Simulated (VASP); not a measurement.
# PbS (space group Fm-3m): computed properties

Calculation: r2SCAN meta-GGA, VASP's PBE PAW potentials (set 64) (plane waves; VASP 6.6.1).

```json
{
  "space_group": "Fm-3m (225)",
  "cell": "a = b = c = 5.9724 Å, α = β = γ = 90.00°",
  "volume_per_atom": "26.63 Å³/atom",
  "band gap (over mesh and band path)": "0.70 eV",
  "smallest direct gap (over mesh and band path)": "0.70 eV",
  "band_edge_character": "direct, L to L",
  "density": "7.46 g/cm³"
}
```

```
CELL_PARAMETERS angstrom
      0.00000     2.98622     2.98622
      2.98622     0.00000     2.98622
      2.98622     2.98622     0.00000
ATOMIC_POSITIONS crystal
  Pb 0.00000 0.00000 0.00000
  S  0.50000 0.50000 0.50000
```

Unless said otherwise, spin-orbit coupling is left out, though it shifts the bands of the heavy elements here.

The structure comes from a measured PbS entry (Fm-3m) of the Crystallography Open Database, whose conditions weren't checked. It was relaxed first. Symmetry was kept, so distortions that lower it aren't found.
